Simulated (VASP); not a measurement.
Input:

```yaml
crystal:
  lattice:
    - [0.00000, 2.30551, 2.30551]
    - [2.30551, 0.00000, 2.30551]
    - [2.30551, 2.30551, 0.00000]
  atoms:
    - { symbol: Cd, position: [0.00000, 0.00000, 0.00000] }
    - { symbol: O, position: [0.50000, 0.50000, 0.50000] }
```

Level of theory: PBEsol GGA, VASP's PBE PAW potentials (set 64) (plane waves; VASP). Run with 520 eV cut-off, 13×13×13 Γ-centred mesh, first-order Methfessel-Paxton smearing of 0.10 eV, potentials Cd O.

**Question.** Estimate the energy per atom (σ→0), pressure, band gap (on the k-mesh) with the smallest direct gap where there is one.

**Answer.** 
```json
{
 "band gap (on the k-mesh)": "none (metal, semimetal or under 0.01 eV)",
 "energy per atom (σ→0)": "-4.227 eV/atom",
 "pressure": "10.44 GPa"
}
```

Only differences to runs with the same potentials and settings are physical.

The compound is CdO in the rock salt structure. This cell is one point of a volume scan, at 0.94 of the reference volume.
